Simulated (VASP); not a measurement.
An input for Quantum ESPRESSO's pw.x (written as the equivalent of a VASP run, and not itself run):

```
&CONTROL
  calculation = 'vc-relax'
  pseudo_dir = './pseudo'
  outdir = './out'
  tprnfor = .true.
  tstress = .true.
  nstep = 40
  forc_conv_thr = 0.00078
/
&SYSTEM
  ibrav = 0
  nat = 2
  ntyp = 2
  ecutwfc = 102
  occupations = 'smearing'
  smearing = 'gaussian'
  degauss = 0.003675
  input_dft = 'pbesol'
/
&ELECTRONS
  conv_thr = 7.3e-08
  electron_maxstep = 100
/
&IONS
/
&CELL
/
ATOMIC_SPECIES
  Cd 112.414 Cd.upf
  Te 127.600 Te.upf
CELL_PARAMETERS angstrom
    -0.0000000    3.2510321    3.2510321
     3.2510321   -0.0000000    3.2510321
     3.2510321    3.2510321   -0.0000000
ATOMIC_POSITIONS crystal
  Cd   0.0000000  1.0000000  1.0000000
  Te   0.2500000  0.2500000  0.2500000
K_POINTS automatic
  7 7 7 0 0 0
```

Q: Translate this input to VASP (INCAR, KPOINTS, POSCAR, choice of POTCAR).

A: One answer among several that fit: 
KPOINTS:
```
Automatic mesh
0
Gamma
7 7 7
0 0 0
```

### POSCAR
```
CdTe
1
   -0.0000000000     3.2510321343     3.2510321343
    3.2510321343    -0.0000000000     3.2510321343
    3.2510321343     3.2510321343    -0.0000000000
Cd Te
1 1
Direct
  0.0000000000   1.0000000000   1.0000000000
  0.2500000000   0.2500000000   0.2500000000
```

### INCAR
```
SYSTEM = CdTe
PREC = Accurate
ENCUT = 500
EDIFF = 1E-6
NELM = 100
ALGO = Normal
LREAL = .FALSE.
LASPH = .TRUE.
ISMEAR = 0
SIGMA = 0.05
GGA = PS
LMAXMIX = 4
LWAVE = .FALSE.
LCHARG = .FALSE.
IBRION = 2
ISIF = 3
NSW = 40
EDIFFG = -0.02
```

POTCAR, in this order: Cd Te (PBE.64 set). Program: vasp_std.

What does not carry over: the potentials are each code's own (VASP's PAW set, PseudoDojo norm-conserving files in pw.x), so ENCUT and ecutwfc are chosen apart and not converted; conv_thr bounds pw.x's estimated SCF error, while EDIFF bounds the energy change between steps; forc_conv_thr acts on force components and is met together with etot_conv_thr.

The structure was generated: CdTe was put into the zinc blende type (F-43m), which need not be its known phase. It was relaxed first.
